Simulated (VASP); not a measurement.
Data:

```xyz
2
Lattice="0.0000 2.7345 2.7345 2.7345 0.0000 2.7345 2.7345 2.7345 0.0000" Properties=species:S:1:pos:R:3 pbc="T T T"
Si     0.0000     0.0000     0.0000
Si     1.3672     1.3672     1.3672
```

Level of theory: optB88-vdW, VASP's PBE PAW potentials (set 64) (plane waves; VASP 6.6.1). Run with 520 eV cut-off, 8×8×8 Γ-centred mesh, Gaussian smearing of 0.050 eV, potentials Si.

### Question
Estimate the energy per atom (σ→0).

### Answer

| Property | Value |
|---|---|
| energy per atom (σ→0) | -4.172 eV/atom |

Only differences to runs with the same potentials and settings are physical.

The compound is Si in the diamond structure. It was relaxed first. The start is the result of an earlier pass.
